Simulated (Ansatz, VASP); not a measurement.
# Ge (Germanium): VASP beside Ansatz, part 2 of 2

Wanted: the spread between two codes on one cell, functional and k mesh. The cell is taken from a series of runs on this material, whose earlier steps may have relaxed, scaled, displaced or heated it; both programs get it as it stands.

VASP 6.6.1 and Ansatz 0.2.0.

So far: The starting structure; VASP: zone-centre phonons, PBEsol.

**2. VASP: zone-centre phonons, PBEsol (continued)**

Level of this step: PBEsol; plane waves and PAW (Ge_d) (VASP).

Numbers of over 12 decimals in the logs are rounded to 6 here.

OUTCAR, selected parts (step 2):

```text
ion  position               nearest neighbor table
   1  0.499  0.499  0.501-   2 2.44   2 2.44   2 2.46   2 2.46
   2  0.751  0.751  0.749-   1 2.44   1 2.44   1 2.46   1 2.46

  LATTYP: Found a body centered orthorhombic cell.
 ALAT       =     3.9329516108
 B/A-ratio  =     1.0208877838
 C/A-ratio  =     1.4537680614

 Subroutine GETGRP returns: Found  4 space group operations
 (whereof  2 operations were pure point group operations)

The static configuration has the point symmetry C_1h.
 The point group associated with its full space group is C_2h.

   k-points           NKPTS =   1728   k-points in BZ     NKDIM =   1728   number of bands    NBANDS=     20

   dimension x,y,z NGX =    30 NGY =   30 NGZ =   30
   dimension x,y,z NGXF=    60 NGYF=   60 NGZF=   60

   ENCUT  =  500.0 eV  36.75 Ry    6.06 a.u.   7.31  7.31  7.17*2*pi/ulx,y,z

   NELECT =      28.0000    total number of electrons

 k-points in reciprocal lattice and weights: Points of the shifted mesh
   0.04166667  0.04166667  0.04166667       0.001
   0.04166667  0.04166667  0.12500000       0.001
   0.04166667  0.04166667  0.20833333       0.001
   0.04166667  0.04166667  0.29166667       0.001
   0.04166667  0.04166667  0.37500000       0.001
   0.04166667  0.04166667  0.45833333       0.001
   0.04166667  0.04166667  0.54166667       0.001
   0.04166667  0.04166667  0.62500000       0.001
   0.04166667  0.04166667  0.70833333       0.001
[...]
0.95833333  0.95833333  0.87500000       0.001
   0.95833333  0.95833333  0.95833333       0.001

 average (electrostatic) potential at core
       1 -74.1386       2 -74.1386

  Total        0.3283435      0.3283435     -0.0413620      0.3672128     -0.0017133     -0.0017133
  in kB       11.6530634     11.6530634     -1.4679576     13.0325513     -0.0608059     -0.0608066
  external PRESSURE =       7.2793897 kB  Pullay stress =       0.0000000 kB

  energy-cutoff  :      500.00
  volume of cell :       45.14
      direct lattice vectors                 reciprocal lattice vectors
    -0.029044638  2.810061392  2.858799719    -0.176111774  0.176111774  0.174898576
     2.810061392 -0.029044638  2.858799719     0.176111774 -0.176111774  0.174898576
     2.781016754  2.781016754  0.000000000     0.179790359  0.179790359 -0.174898576

 POSITION                                       TOTAL-FORCE (eV/Angst)
 -----------------------------------------------------------------------------------
      2.78089      2.78089      2.85095         0.000050      0.000050      0.000055
      4.17165      4.17165      4.29605        -0.000050     -0.000050     -0.000055
 -----------------------------------------------------------------------------------
    total drift:                                0.000000      0.000000      0.000000

 Eigenvectors and eigenvalues of the dynamical matrix
 ----------------------------------------------------

   1 f  =    8.847376 THz    55.589701 2PiTHz  295.116689 cm-1    36.589790 meV
             X         Y         Z           dx          dy          dz
      2.780889  2.780889  2.850947     0.499993    0.499993    0.003631
      4.171653  4.171653  4.296052    -0.499993   -0.499993   -0.003631

   2 f  =    8.783599 THz    55.188980 2PiTHz  292.989324 cm-1    36.326030 meV
             X         Y         Z           dx          dy          dz
      2.780889  2.780889  2.850947     0.002568    0.002568   -0.707097
      4.171653  4.171653  4.296052    -0.002568   -0.002568    0.707097

   3 f  =    8.677494 THz    54.522304 2PiTHz  289.450051 cm-1    35.887216 meV
             X         Y         Z           dx          dy          dz
      2.780889  2.780889  2.850947     0.500000   -0.500000    0.000000
      4.171653  4.171653  4.296052    -0.500000    0.500000   -0.000000

   4 f  =    0.000000 THz     0.000001 2PiTHz    0.000007 cm-1     0.000001 meV
             X         Y         Z           dx          dy          dz
      2.780889  2.780889  2.850947    -0.021698    0.114265   -0.697476
      4.171653  4.171653  4.296052    -0.021698    0.114265   -0.697476

   5 f  =    0.000000 THz     0.000001 2PiTHz    0.000006 cm-1     0.000001 meV
             X         Y         Z           dx          dy          dz
      2.780889  2.780889  2.850947    -0.174764    0.675268    0.116064
      4.171653  4.171653  4.296052    -0.174764    0.675268    0.116064

   6 f/i=    0.000000 THz     0.000001 2PiTHz    0.000003 cm-1     0.000000 meV
             X         Y         Z           dx          dy          dz
      2.780889  2.780889  2.850947     0.684826    0.175945    0.007520
      4.171653  4.171653  4.296052     0.684826    0.175945    0.007520

 ELASTIC MODULI CONTR FROM IONIC RELAXATION (kBar)
 Direction    XX          YY          ZZ          XY          YZ          ZX
 --------------------------------------------------------------------------------
 XX          -0.2301     -0.2208     -0.5595     -7.1400      2.3451     -0.4364
 YY          -0.2208     -0.2301     -0.5595     -7.3862      1.0100      1.1464
 ZZ          -0.5595     -0.5595     -1.4301    -18.6053      1.6684     -1.3408
 XY          -7.1400     -7.3862    -18.6053   -245.3164      1.7432      1.2575
 YZ           2.3451      1.0100      1.6684      1.7432   -256.7258    -22.8297
 ZX          -0.4364      1.1464     -1.3408      1.2575    -22.8297   -252.5136
 --------------------------------------------------------------------------------
```

**3. Ansatz: zone-centre phonons, PBEsol**

Ansatz runs on its PAW soft_1 files.

The same cell, functional, mesh and smearing now go to Ansatz, which takes its cutoff from its data sets.

Input file input.yaml:

```yaml
crystal:
  lattice:
    - [-0.0290446383, 2.8100613924, 2.8587997195]
    - [2.8100613924, -0.0290446383, 2.8587997195]
    - [2.7810167541, 2.7810167541, 0.0]
  atoms:
    - { symbol: Ge, position: [0.4986266438, 0.4986266438, 0.5013272723] }
    - { symbol: Ge, position: [0.7513733562, 0.7513733562, 0.7486727277] }
kpoints:
  mp_grid: { grid: [12, 12, 12], shift: [0.5, 0.5, 0.5] }
hamiltonian:
  xc: pbesol
  pseudopotentials: { kind: paw, azcp: { folder: soft_1 }, xc_functional: pbe }
scf:
  occupations: { method: gaussian, width: 0.015 }
output:
  eigenvalues: true
phonons:
  method: dfpt
```

Run with:

```console
> ansatz run input.yaml --threads 4 --pin off --max-ram 10240MiB --backend cpu --events-out ev --progress --plain --runs-dir out
```

What it wrote:

```text
Engine: ansatz 0.2.0, aarch64-unknown-linux-gnu
Pseudopotentials: kind: paw
Pseudopotential: Ge, paw, valence charge 14, recommended cutoff 420 eV (normal), soft_1/Ge.paw.azcp
Functional definition: PBEsol
  exchange = pbesol_x
  correlation = pbesol_c
Crystal: 2 atoms, lattice volume = 45.144 Å³
Basis set: ecut = 420 eV, 897 PW (Γ), exchange–correlation on 64×64×64 points (8 copies of the dense FFT grid, shifted against one another)
Bands: 18, of which v1, the nominal top of the filled ones, is band 14 counted from 1 (13 counted from 0)
Symmetry: 4 space group operations
k-points: 864 of 1728 (irreducible under 1 space group operation, time reversal used)
Non-local potential: Ge, projectors of the file, l = 0: 2, l = 1: 2, l = 2: 3, l = 3: 1
PAW form: soft (Blöchl's): semilocal exchange-correlation on the pseudo side does not see the compensation charge
PAW frozen core: Ge, regenerated for the run's functional, and the local potential with it (the file was generated under x = pbe(κ = 0.804, μ = 0.219515), c = pbe(β = 0.066725))
PAW one-centre angular grid: Ge, 590 points (default); XC on 64 Gauss nodes
Initial density: superposition of atomic densities (chi_scale 0.1, normalization cell)
Initial wavefunctions: pseudopotential atomic-orbital guess
Functional: x = pbesol(κ = 0.804, μ = 0.123457), c = pbesol(β = 0.046)
SCF iter   1: F=—  HF=-8507.071648 eV  |F-HF|=—  |Δ(HF+E_count)|=         —  Δρ=3.54e-2  dr2=4.50e-1  ethr=3.10e-3  ⟨swp⟩=6.0  Hψ=72144  notcnv=0
preconditioner: auto → none  [insulator: Δε(μ)=0.198 eV  Ē_g=23.297 eV  σ=0.015 eV  W_gap=1.00  n_scr=14 (ndim 8)  ℏωp=29.2 eV  f_vac=0.000  D(μ)=0.00/eV (n_scr^D=0)  ε∞_Penn≈2.6]
SCF iter   2: F=—  HF=-8507.006915 eV  |F-HF|=—  |Δ(HF+E_count)|=   6.47e-2  Δρ=1.69e-2  dr2=8.50e-2  ethr=1.61e-3  ⟨swp⟩=2.0  Hψ=25576  notcnv=0
SCF iter   3: F=—  HF=-8507.000257 eV  |F-HF|=—  |Δ(HF+E_count)|=   6.66e-3  Δρ=1.65e-3  dr2=3.29e-4  ethr=3.03e-4  ⟨swp⟩=2.8  Hψ=22393  notcnv=0
SCF iter   4: F=—  HF=-8507.000403 eV  |F-HF|=—  |Δ(HF+E_count)|=   1.47e-4  Δρ=2.44e-4  dr2=2.38e-5  ethr=1.17e-6  ⟨swp⟩=2.0  Hψ=27294  notcnv=0
SCF iter   5: F=—  HF=-8507.000358 eV  |F-HF|=—  |Δ(HF+E_count)|=   4.59e-5  Δρ=9.97e-5  dr2=3.24e-6  ethr=8.50e-8  ⟨swp⟩=2.0  Hψ=27648  notcnv=0
SCF iter   6: F=—  HF=-8507.000355 eV  |F-HF|=—  |Δ(HF+E_count)|=   2.90e-6  Δρ=2.05e-5  dr2=1.57e-7  ethr=1.16e-8  ⟨swp⟩=2.0  Hψ=27648  notcnv=0
SCF iter   7: F=—  HF=-8507.000355 eV  |F-HF|=—  |Δ(HF+E_count)|=   7.85e-7  Δρ=5.21e-6  dr2=7.15e-9  ethr=5.62e-10  ⟨swp⟩=2.0  Hψ=27648  notcnv=0
SCF iter   8: F=—  HF=-8507.000355 eV  |F-HF|=—  |Δ(HF+E_count)|=   1.78e-9  Δρ=3.10e-7  dr2=4.02e-11  ethr=2.55e-11  ⟨swp⟩=2.0  Hψ=27648  notcnv=0
SCF iter   9: F=-8507.000355 eV  HF=-8507.000355 eV  |F-HF|=1.82e-12  |Δ(HF+E_count)|=  6.91e-11  Δρ=1.96e-8  dr2=1.05e-13  ethr=1.00e-12  ⟨swp⟩=5.9  Hψ=61483  notcnv=0
SCF 1 converged in 9 iterations: F = -8507.000355 eV  dr2 = 1.05e-13
  greatest PAW one-centre occupation: 0.998 electrons in one spin orbital (limit 2), on the Ge atom at site 1 (counted from 0), in its partial waves of l = 2
DFPT response loops at Γ: preconditioner auto → Resta (q_TF=auto, 2.520 Å⁻¹)  ε∞=25.8 (no band partly filled); β = 1.00, the filter's whole step (`scf.mixing.beta` (0.50) is not read by the response loops at its default; to damp them type it under 1.00, their step now; it binds the ground state too); Broyden in place of MSR1
SCF converged after 9 iterations
Free energy (F): -8507.000355 eV
Harris-Foulkes:  -8507.000355 eV  (|F-HF|=1.82e-12)
Internal energy: -8507.000355 eV  (E = F + TS)
E sigma→0 (E₀):  -8507.000355 eV
Fermi energy:    8.436374 eV
--- Per-component energies (eV) ---
  E_band       = -302.743725
  E_kinetic    = 185.946952
  E_local      = -4499.464087  (includes V_loc(G=0)·N_el)
  E_nonlocal   = 438.872313
  E_hartree    = 2142.903629
  E_xc         = -142.306154
  E_vxc        = -130.479288  (∫ρ·V_xc dr)
  E_paw        = -3944.835113  (= ΣΔE_a)
  E_vpaw       = -583.426915  (= ΣTr[D̂ρ^β])
  E_aug_tail   = 0.000029  (compensation charges beyond the density's cutoff)
  E_ewald      = -2689.953800
  E_core_change = 1.835876  (= ΣΔE_core)
  E_smearing   = -0.000000  (= −TS)
  E_closure    = 0.000000  (closes the sum)
  Σ components = -8507.000355   (vs F -8507.000355, Δ=0.00e0)
--- Band table (eV; the first three rows and the last of 864) ---
  k-point 0: bands = [... 10 lower, -4.3442, 7.7436, 8.3542, 8.3912, 9.0459, 10.9124, 11.1011, 11.1543]
  k-point 1: bands = [... 10 lower, -4.2267, 6.6170, 7.8827, 8.2883, 9.5124, 11.0363, 11.1915, 11.9867]
  k-point 2: bands = [... 10 lower, -3.9400, 5.0321, 7.4505, 7.9757, 9.4149, 11.4798, 11.7463, 13.0706]
  k-point 863: bands = [... 10 lower, -2.2995, 0.8140, 6.8369, 7.0450, 8.9296, 12.1583, 12.2869, 15.6000]
--- Phonons (Γ-DFPT): 2 representative perturbations + reference, on 864 of 1728 k-points (Σ response iterations 6) ---
  k mesh reduced under 1 symmetry operation, with k and −k counted as one. Each operation leaves every solved perturbation unchanged. A smaller set is not used because it would not reduce the number of displacements times k-points to solve
  ASR residual: 1.102e-5 → 0.000e0 eV/Å²; symmetrization residual: 3.586e-6 eV/Å²
  ASR residual per site (eV/Å²): 1.10e-5 1.10e-5
  Γ frequencies (cm⁻¹): 0.00 0.00 0.00 289.26 292.96 294.37
  non-analytic LO–TO correction: not included (Born effective charges unavailable; polar crystals: no LO–TO splitting at Γ)
```

**4. Differences**

Known differences besides the potentials themselves: the cutoff is 420 eV in Ansatz and 500 eV in VASP; Ansatz makes its cores anew for this functional, VASP keeps those of its PBE data sets. Total energies have different zeros and are not compared.

Compared:

```
             quantity  Ansatz   VASP  difference
optical mode 1 (cm⁻¹)   289.3  289.5     -0.07 %
optical mode 2 (cm⁻¹)   293.0  293.0     -0.01 %
optical mode 3 (cm⁻¹)   294.4  295.1     -0.25 %
```

Modes are paired by rising frequency, not by their patterns, so a pair may set unlike modes beside each other; they are those without the splitting of longitudinal modes.

**5. What came out**

```json
{
  "r.m.s. difference of the optical zone-centre modes, each program's sorted by frequency (zone-centre phonons, PBEsol)": "0.45 cm⁻¹"
}
```

What this shows: The r.m.s. difference of the optical zone-centre modes, each program's sorted by frequency is 0.45 cm⁻¹ (zone-centre phonons, PBEsol). How closely two codes agree says nothing of how well the functional describes the real material.

[Lines on the potential files, build, host, timing and source positions are cut from VASP's logs without a mark.]

[Logs are printed without paths, hosts, clocks, repeated set-up lines and the standing remarks that a program may print on its own settings, such as how far it seeks lower states.]

[Hosts, paths, dates, database ids (printed as entryN), source tags and the programs' standing remarks are cut or masked in the printed files.]
